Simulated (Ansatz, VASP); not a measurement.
## Al2O3 (Corundum): VASP beside Ansatz

Aim: how closely do two programs agree when they are given the same cell, functional and k mesh? The cell is taken from a series of VASP runs on this material, whose earlier steps may have relaxed, scaled or displaced it; both programs get it as it stands.

Main program and level: Ansatz 0.2.0; plane waves, with VASP 6.6.1 beside it; relaxation of cell and atoms at LDA.

## Step 1: Starting point

The structure is trigonal, space group R-3c (No. 167). Conventional cell: a = 4.759 Å, b = 4.759 Å, c = 12.996 Å, α = 90.00°, β = 90.00°, γ = 120.00°. Nearest to Al lie 6 O at 1.88 to 1.93 Å. Nearest to O lie 4 Al at 1.88 to 1.93 Å. Farther neighbours and most contacts between anions are not listed.

## Step 2: Ansatz: relaxation of cell and atoms, LDA

Ansatz runs on its default PAW (the set named soft_2) files.

The relaxed volume is the usual yardstick between codes: its relative difference is about their pressure difference at one cell divided by the bulk modulus.

input.yaml

```yaml
crystal:
  lattice:
    - [2.379485347, 1.3737965056, 4.3321625829]
    - [-2.379485347, 1.3737965056, 4.3321625829]
    - [0.0, -2.7475930112, 4.3321625829]
  atoms:
    - { symbol: Al, position: [0.15, 0.15, 0.15] }
    - { symbol: Al, position: [0.35, 0.35, 0.35] }
    - { symbol: Al, position: [0.85, 0.85, 0.85] }
    - { symbol: Al, position: [0.65, 0.65, 0.65] }
    - { symbol: O, position: [0.95, 0.25, 0.55] }
    - { symbol: O, position: [0.55, 0.95, 0.25] }
    - { symbol: O, position: [0.25, 0.55, 0.95] }
    - { symbol: O, position: [0.05, 0.75, 0.45] }
    - { symbol: O, position: [0.45, 0.05, 0.75] }
    - { symbol: O, position: [0.75, 0.45, 0.05] }
hamiltonian:
  xc: lda
  pseudopotentials: { kind: paw }
kpoints:
  mp_grid: { grid: [6, 6, 6] }
scf:
  occupations: { method: gaussian, width: 0.03 }
relax:
  f_tol: 0.01
  max_steps: 60
  cell: { stress_tol: 0.05 }
output:
  forces: true
  stress: true
```

Run with:

```sh
$ ansatz run input.yaml --threads 4 --pin off --max-ram 9216MiB --backend cpu --events-out ev --progress --plain --runs-dir out
```

Numbers of over 12 decimals in the logs are rounded to 6 here.

Log:

```text
Engine: ansatz 0.2.0, x86_64-unknown-linux-gnu
Pseudopotentials: kind: paw
Pseudopotential: Al, paw, valence charge 3, recommended cutoff 420 eV (normal), Al.paw.azcp
Pseudopotential: O, paw, valence charge 6, recommended cutoff 420 eV (normal), O.paw.azcp
Functional definition: SPW92
  exchange = slater_x
  correlation = pw_c
Crystal: 10 atoms, lattice volume = 84.969 Å³
Basis set: ecut = 420 eV, 1653 PW (Γ)
Bands: 34, of which v1, the nominal top of the filled ones, is band 24 counted from 1 (23 counted from 0)
Symmetry: 12 space group operations
Space group: R-3c (ITA 167), of the structure as read, at distance tolerance 4.4e-5 Å
k-points: 32 of 216
Non-local potential: Al, projectors of the file, l = 0: 2, l = 1: 2, l = 2: 1
Non-local potential: O, projectors of the file, l = 0: 2, l = 1: 2, l = 2: 1
PAW form: soft (Blöchl's): semilocal exchange-correlation on the pseudo side does not see the compensation charge
PAW frozen core: Al, regenerated for the run's functional, and the local potential with it (the file was generated under x = pbe(κ = 0.804, μ = 0.219515), c = pbe(β = 0.066725))
PAW frozen core: O, regenerated for the run's functional, and the local potential with it (the file was generated under x = pbe(κ = 0.804, μ = 0.219515), c = pbe(β = 0.066725))
PAW one-centre angular grid: Al, 110 points (default); XC on 64 Gauss nodes
PAW one-centre angular grid: O, 110 points (default); XC on 64 Gauss nodes
Initial density: superposition of atomic densities (neutral atoms: chi_scale 0, normalization atom), corrected by the library's trained network
Initial wavefunctions: pseudopotential atomic-orbital guess
Functional: x = slater, c = lda
SCF iter   1: F=—  HF=-5399.812490 eV  |F-HF|=—  |Δ(HF+E_count)|=         —  Δρ=1.73e-2  dr2=2.20e-1  ethr=1.77e-3  ⟨swp⟩=7.7  Hψ=5837  notcnv=0  defer=10
preconditioner: auto → Resta (q_TF=auto, 2.481 Å⁻¹)  ε∞=3.6  [insulator: Δε(μ)=6.055 eV  Ē_g=17.239 eV  σ=0.030 eV  W_gap=1.00  n_scr=20 (ndim 8)  ℏωp=27.9 eV  f_vac=0.000  D(μ)=0.00/eV (n_scr^D=0)  ε∞_Penn≈3.6]
SCF iter   2: F=—  HF=-5399.745865 eV  |F-HF|=—  |Δ(HF+E_count)|=   6.66e-2  Δρ=4.00e-3  dr2=5.33e-3  ethr=4.58e-4  ⟨swp⟩=2.5  Hψ=2112  notcnv=0  defer=120
SCF iter   3: F=—  HF=-5399.744356 eV  |F-HF|=—  |Δ(HF+E_count)|=   1.51e-3  Δρ=1.96e-3  dr2=1.65e-3  ethr=1.11e-5  ⟨swp⟩=1.4  Hψ=1085  notcnv=0  defer=120
SCF iter   4: F=—  HF=-5399.743739 eV  |F-HF|=—  |Δ(HF+E_count)|=   6.17e-4  Δρ=1.26e-4  dr2=8.42e-6  ethr=3.43e-6  ⟨swp⟩=2.0  Hψ=1563  notcnv=0  defer=120
SCF iter   5: F=—  HF=-5399.743737 eV  |F-HF|=—  |Δ(HF+E_count)|=   1.77e-6  Δρ=1.92e-5  dr2=2.29e-7  ethr=1.75e-8  ⟨swp⟩=2.1  Hψ=1639  notcnv=0  defer=120
SCF iter   6: F=-5399.743737 eV  HF=-5399.743737 eV  |F-HF|=1.13e-9  |Δ(HF+E_count)|=   1.91e-8  Δρ=2.15e-6  dr2=3.95e-9  ethr=2.08e-10  ⟨swp⟩=4.0  Hψ=3328  notcnv=0
SCF 1 converged in 6 iterations: F = -5399.743737 eV  dr2 = 3.95e-9
  greatest PAW one-centre occupation: 0.854 electrons in one spin orbital (limit 2), on the O atom at site 8 (counted from 0), in its partial waves of l = 0
relax step   1: F+E_penalty+E_count = -5399.74373742 eV  Δ(F+E_penalty+E_count) = +0.000e0 eV  max|allowed force component| = 7.034e-1 eV/Å  Δτ_max = 0.0000 Å  P = -4.212 GPa  Ω = 84.969 Å³  (6 SCF iters, dr2 threshold 1.00e-7 eV, accepted)
[... from here on, the SCF cycles and remarks between the steps are left out ...]
relax step   2: F+E_penalty+E_count = -5399.80794881 eV  Δ(F+E_penalty+E_count) = -6.421e-2 eV  max|allowed force component| = 5.430e-1 eV/Å  Δτ_max = 0.0132 Å  P = -2.421 GPa  Ω = 84.203 Å³  energy of the carried Pulay correction = +5.684e-3 eV  (5 SCF iters, dr2 threshold 1.00e-6 eV, accepted)
relax step   3: F+E_penalty+E_count = -5399.86197794 eV  Δ(F+E_penalty+E_count) = -5.403e-2 eV  max|allowed force component| = 2.630e-1 eV/Å  Δτ_max = 0.0152 Å  P = +0.987 GPa  Ω = 82.999 Å³  energy of the carried Pulay correction = +1.473e-2 eV  (5 SCF iters, dr2 threshold 1.00e-6 eV, accepted)
relax step   4: F+E_penalty+E_count = -5399.86816585 eV  Δ(F+E_penalty+E_count) = -6.188e-3 eV  max|allowed force component| = 5.023e-2 eV/Å  Δτ_max = 0.0181 Å  P = +0.554 GPa  Ω = 83.142 Å³  energy of the carried Pulay correction = +1.365e-2 eV  (4 SCF iters, dr2 threshold 1.00e-6 eV, accepted)
relax step   5: F+E_penalty+E_count = -5399.86762965 eV  Δ(F+E_penalty+E_count) = +5.362e-4 eV  max|allowed force component| = 1.029e-2 eV/Å  Δτ_max = 0.0035 Å  P = -0.146 GPa  Ω = 83.350 Å³  energy of the carried Pulay correction = +1.207e-2 eV  (4 SCF iters, dr2 threshold 1.00e-6 eV, accepted)
relax step   6: F+E_penalty+E_count = -5399.86799354 eV  Δ(F+E_penalty+E_count) = -3.639e-4 eV  max|allowed force component| = 2.093e-4 eV/Å  Δτ_max = 0.0005 Å  P = -0.001 GPa  Ω = 83.307 Å³  energy of the carried Pulay correction = +1.240e-2 eV  (4 SCF iters, dr2 threshold 8.47e-8 eV, accepted)
relax step   7: F+E_penalty+E_count = -5399.85659359 eV  Δ(F+E_penalty+E_count) = +1.140e-2 eV  max|allowed force component| = 1.994e-4 eV/Å  Δτ_max = 0.0000 Å  P = -0.241 GPa  Ω = 83.307 Å³  stress off target by 2.48e-1 GPa  SCF on the basis re-selected at this cell (its energy is not comparable with the rows above)  (5 SCF iters)
relax step   8: F+E_penalty+E_count = -5399.85721287 eV  Δ(F+E_penalty+E_count) = -6.193e-4 eV  max|allowed force component| = 2.841e-4 eV/Å  Δτ_max = 0.0001 Å  P = -0.004 GPa  Ω = 83.232 Å³  energy of the carried Pulay correction = +5.620e-4 eV  (4 SCF iters, dr2 threshold 1.54e-7 eV, accepted)
relax step   9: F+E_penalty+E_count = -5399.85639633 eV  Δ(F+E_penalty+E_count) = +8.165e-4 eV  max|allowed force component| = 3.038e-4 eV/Å  Δτ_max = 0.0000 Å  P = -0.011 GPa  Ω = 83.232 Å³  stress off target by 1.21e-2 GPa  SCF on the basis re-selected at this cell (its energy is not comparable with the rows above)  (4 SCF iters)
basis re-selected at this cell: Δ(F+E_penalty+E_count) = +8.165e-4 eV, ΔP = -0.007 GPa vs the last step (what re-selecting the basis moved, of the pressure what is left beyond the Pulay correction that the steps carried, after the strain that the cell walked since its last selection, with what the two solves' SCF thresholds leave and, on support functions, any second-order correction that the steps lacked; it is no m [...]
SCF converged after 4 iterations
Free energy (F): -5399.856396 eV
Harris-Foulkes:  -5399.856396 eV  (|F-HF|=8.19e-12)
Internal energy: -5399.856396 eV  (E = F + TS)
E sigma→0 (E₀):  -5399.856396 eV
Fermi energy:    10.883826 eV
--- Per-component energies (eV) ---
  E_band       = 62.494760
  E_kinetic    = 1180.617948
  E_local      = -1959.292842  (includes V_loc(G=0)·N_el)
  E_nonlocal   = 339.399035
  E_hartree    = 718.895479
  E_xc         = -605.224572
  E_vxc        = -693.439169  (∫ρ·V_xc dr)
  E_paw        = -2661.152166  (= ΣΔE_a)
  E_vpaw       = -242.596665  (= ΣTr[D̂ρ^β])
  E_aug_tail   = 0.015531  (compensation charges beyond the density's cutoff)
  E_ewald      = -2413.919204
  E_core_change = 0.804395  (= ΣΔE_core)
  E_smearing   = -0.000000  (= −TS)
  E_closure    = -0.000000  (closes the sum)
  Σ components = -5399.856396   (vs F -5399.856396, Δ=0.00e0)
--- Forces (eV/Å), atoms counted from 1 ---
  atom   1  Al    -0.00000000    -0.00000000     0.00023753
  atom   2  Al    -0.00000000    -0.00000000    -0.00023753
  atom   3  Al     0.00000000     0.00000000    -0.00023753
  atom   4  Al     0.00000000     0.00000000     0.00023753
  atom   5  O      0.00015189     0.00026309     0.00000000
  atom   6  O     -0.00030379     0.00000000     0.00000000
  atom   7  O      0.00015189    -0.00026309    -0.00000000
  atom   8  O     -0.00015189    -0.00026309    -0.00000000
  atom   9  O      0.00030379    -0.00000000    -0.00000000
  atom  10  O     -0.00015189     0.00026309     0.00000000
  max |Σ_I F_I| component: 4.07e-18 eV/Å
--- Stress (GPa, compression-positive) ---
       -0.012095       0.000000      -0.000000
        0.000000      -0.012095      -0.000000
       -0.000000       0.000000      -0.008046
  P = ⅓ Tr σ = -0.0107 GPa (-0.107 kbar)
--- Relaxed structure (7 steps of the walk, 7 accepted, 2 SCFs on fresh bases) ---
  F+E_penalty+E_count = -5399.85639633 eV   max|allowed force component| = 3.038e-4 eV/Å   (the final SCF, on the basis selected at the relaxed cell)
  cell:  # Å, volume = 83.2319 Å³
    - [2.364599, 1.365202, 4.297184]
    - [-2.364599, 1.365202, 4.297184]
    - [0, -2.730404, 4.297184]
  atoms:
    - { symbol: Al, position: [0.147975, 0.147975, 0.147975] }
    - { symbol: Al, position: [0.352025, 0.352025, 0.352025] }
    - { symbol: Al, position: [0.852025, 0.852025, 0.852025] }
    - { symbol: Al, position: [0.647975, 0.647975, 0.647975] }
    - { symbol: O, position: [0.944137, 0.250000, 0.555863] }
    - { symbol: O, position: [0.555863, 0.944137, 0.250000] }
    - { symbol: O, position: [0.250000, 0.555863, 0.944137] }
    - { symbol: O, position: [0.055863, 0.750000, 0.444137] }
    - { symbol: O, position: [0.444137, 0.055863, 0.750000] }
    - { symbol: O, position: [0.750000, 0.444137, 0.055863] }
```

Elapsed: 3.5 s, on 4 threads of AMD EPYC 9R45 (Zen 5), shared host; peak memory 0.48 GiB.

(Continued in part 2 of 2.)

[Lines on the potential files, build, host, timing and source positions are cut from VASP's logs without a mark.]

[Logs are printed without paths, hosts, clocks, repeated set-up lines and the standing remarks that a program may print on its own settings, such as how far it seeks lower states.]

[Hosts, paths, dates, database ids (printed as entryN), source tags and the programs' standing remarks are cut or masked in the printed files.]
